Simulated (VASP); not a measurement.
The input files of a VASP run:

KPOINTS:
```
K-points
0
gamma
 1 1 1
0 0 0
```

### INCAR
```
SYSTEM=GaCuSe2
PREC=Accurate; ENCUT=300; LREAL=.FALSE.
LASPH=.TRUE.
EDIFF=1E-6; NELM=100; ALGO=Normal
LMAXMIX=4
ISMEAR=0; SIGMA=0.136
GGA=RE
ISIF=2
LWAVE=.FALSE.; LCHARG=.FALSE.
```

### POSCAR
```
GaCuSe2
1
   -2.8254620000     2.8254620000     5.6029440000
    2.8254620000    -2.8254620000     5.6029440000
    2.8254620000     2.8254620000    -5.6029440000
Ga Cu Se
2 2 4
Direct
  0.2500000000   0.7500000000   0.5000000000
  0.5000000000   0.5000000000   0.0000000000
  0.7500000000   0.2500000000   0.5000000000
  0.0000000000   0.0000000000   0.0000000000
  0.1212200000   0.1250000000   0.4962200000
  0.8750000000   0.3712200000   0.9962200000
  0.6287800000   0.6250000000   0.5037800000
  0.3750000000   0.8787800000   0.0037800000
```

POTCAR, in this order: Ga_d Cu Se (PBE.64 set). Program: vasp_std.

### Question
Translate this revPBE calculation to Quantum ESPRESSO's pw.x.

### Answer
One equivalent input (not run):
```
&CONTROL
  calculation = 'scf'
  pseudo_dir = './pseudo'
  outdir = './out'
  tprnfor = .true.
  tstress = .true.
/
&SYSTEM
  ibrav = 0
  nat = 8
  ntyp = 3
  ecutwfc = 92
  occupations = 'smearing'
  smearing = 'gaussian'
  degauss = 0.009996
  input_dft = 'revpbe'
/
&ELECTRONS
  conv_thr = 7.3e-08
  electron_maxstep = 100
/
ATOMIC_SPECIES
  Ga 69.723 Ga.upf
  Cu 63.546 Cu.upf
  Se 78.971 Se.upf
CELL_PARAMETERS angstrom
    -2.8254620    2.8254620    5.6029440
     2.8254620   -2.8254620    5.6029440
     2.8254620    2.8254620   -5.6029440
ATOMIC_POSITIONS crystal
  Ga   0.2500000  0.7500000  0.5000000
  Ga   0.5000000  0.5000000  0.0000000
  Cu   0.7500000  0.2500000  0.5000000
  Cu   0.0000000  0.0000000  0.0000000
  Se   0.1212200  0.1250000  0.4962200
  Se   0.8750000  0.3712200  0.9962200
  Se   0.6287800  0.6250000  0.5037800
  Se   0.3750000  0.8787800  0.0037800
K_POINTS automatic
  1 1 1 0 0 0
```
Limits of the translation: the potentials are each code's own (VASP's PAW set, PseudoDojo norm-conserving files in pw.x), so ENCUT and ecutwfc are chosen apart and not converted; conv_thr bounds pw.x's estimated SCF error, while EDIFF bounds the energy change between steps.

The structure comes from a computed database's GaCuSe2 entry; how it stands against other phases isn't given here. The cell was not relaxed at this level. The k-mesh is coarse (spacing up to 1.57 per Å, 2π included), so the numbers may not be converged in it. The run is one of a series of settings (KPOINTS 1×1×1 Γ-centred mesh against the base run), some of them coarse on purpose.
